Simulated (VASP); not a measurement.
```xyz
3
Lattice="-1.6371 1.6371 4.0035 1.6371 -1.6371 4.0035 1.6371 1.6371 -4.0035" Properties=species:S:1:pos:R:3 pbc="T T T"
Si     0.0000     0.0000     5.3247
Si     0.0000     0.0000     2.6823
Mo     0.0000     0.0000     0.0000
```

The numbers are results of PBE GGA, VASP's PBE PAW potentials (set 64) (plane waves; VASP), not measurements. Run with 800 eV cut-off, 12×12×12 Γ-centred mesh, first-order Methfessel-Paxton smearing of 0.10 eV, potentials Si_sv_GW Mo_sv.

Task: Give the force on each atom (eV/Å).

Result: 
```tsv
atom	Fx	Fy	Fz
Si1	0.000	0.000	-0.121
Si2	0.000	0.000	0.121
Mo3	0.000	0.000	0.000
```

Task: Give the stress tensor in GPa (positive for a compressed cell).

Result: 
```
 -9.86    0.00    0.00
  0.00   -9.86    0.00
  0.00    0.00  -10.75
```
The pressure is its mean diagonal, -10.16 GPa.

The compound is MoSi2 in the MoSi2 type structure. The cell was not relaxed at this level. The run is one of a series of settings (ENCUT = 800, POTCAR Si_sv_GW Mo_sv (PBE.64 set) against the base run), some of them coarse on purpose.
